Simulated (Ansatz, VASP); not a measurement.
# Two plane-wave programs on Si

```
Si
1.0
     0.00000    2.52607    2.71679
     2.52607    0.00000    2.71679
     2.52607    2.52607    0.00000
Si
2
Direct
  0.50000 0.50000 0.50000
  0.75000 0.75000 0.75000
```

Alike in both runs: task single point; functional LDA; k mesh 12 × 12 × 12; occupations gaussian, width 0.05 eV; no spin polarisation.

|  | VASP | Ansatz |
| --- | --- | --- |
| version | VASP 6.6.1 | Ansatz 0.2.0 |
| potentials or method | VASP PAW LDA potentials, release 64 (Si) | scalar-relativistic, plane waves, PAW |
| plane-wave cutoff (eV) | 520 | 420 |
| valence electrons in the cell | 8 | 8 |

|  | VASP | Ansatz | Ansatz less VASP |
| --- | --- | --- | --- |
| gap on the k mesh at the Fermi level (eV) | none | none | - |
| pressure (GPa) | 15.9 | 15.8 | -0.09 |
| largest component of the traceless stress (GPa) | 4.98 | 4.99 | +0.009 |

A gap of «none» marks a metal or a gap that the smearing closes. Ansatz warned: «pseudo_functional_mismatch».

Caveats: so large a pressure means that the cell lies far from this level's equilibrium, or that cutoff or potentials fall short (VASP).
